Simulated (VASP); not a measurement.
An input for Ansatz (written as the equivalent of a VASP run, and not itself run):

Ansatz 0.2 input:
```yaml
crystal:
  lattice:
    - [2.8640000, 0.0000000, 0.0000000]
    - [0.0000000, 2.8640000, 0.0000000]
    - [0.0000000, 0.0000000, 3.5100000]
  atoms:
    - { symbol: Pt, position: [0.0000000, 0.0000000, 0.0000000] }
    - { symbol: Zn, position: [0.5000000, 0.5000000, 0.5000000] }
kpoints:
  mp_grid: { grid: [11, 11, 9] }
hamiltonian:
  xc: pbesol
  pseudopotentials: { kind: paw }
scf:
  occupations: { method: methfessel_paxton, width: 0.1 }
  max_iter: 100
relax:
  max_steps: 60
  f_tol: 0.01
  cell: {}
output: { forces: true, stress: true, eigenvalues: true }
```

Question: Translate this input to VASP (INCAR, KPOINTS, POSCAR, choice of POTCAR).

Answer: Several could match; the one computed here: 
File KPOINTS:
```
Automatic mesh
0
Gamma
11 11 9
0 0 0
```

POSCAR:
```
ZnPt
1
    2.8640000000     0.0000000000     0.0000000000
    0.0000000000     2.8640000000     0.0000000000
    0.0000000000     0.0000000000     3.5100000000
Pt Zn
1 1
Direct
  0.0000000000   0.0000000000   0.0000000000
  0.5000000000   0.5000000000   0.5000000000
```

**INCAR**
```
ALGO  =  Normal
EDIFF  =  1E-6
EDIFFG  =  -0.01
ENCUT  =  400
GGA  =  PS
IBRION  =  2
ISIF  =  3
ISMEAR  =  1
LASPH  =  T
LCHARG  =  F
LMAXMIX  =  6
LREAL  =  F
LWAVE  =  F
NELM  =  100
NSW  =  60
PREC  =  Accurate
SIGMA  =  0.1
SYSTEM  =  ZnPt
```

POTCAR, in this order: Pt Zn (PBE.64 set). Program: vasp_std.

The two are equivalent in intent, not identical: each code has its own PAW files, so the cut-off isn't converted (ENCUT is set for VASP's; basis.ecutwfc is left out, and Ansatz then takes the one that its files recommend); Ansatz stops its SCF on the density residual and VASP on the energy change (EDIFF).

The structure comes from a measured ZnPt entry (P4/mmm) of the Crystallography Open Database, whose conditions weren't checked. This run relaxes it. Symmetry was kept, so distortions that lower it aren't found.
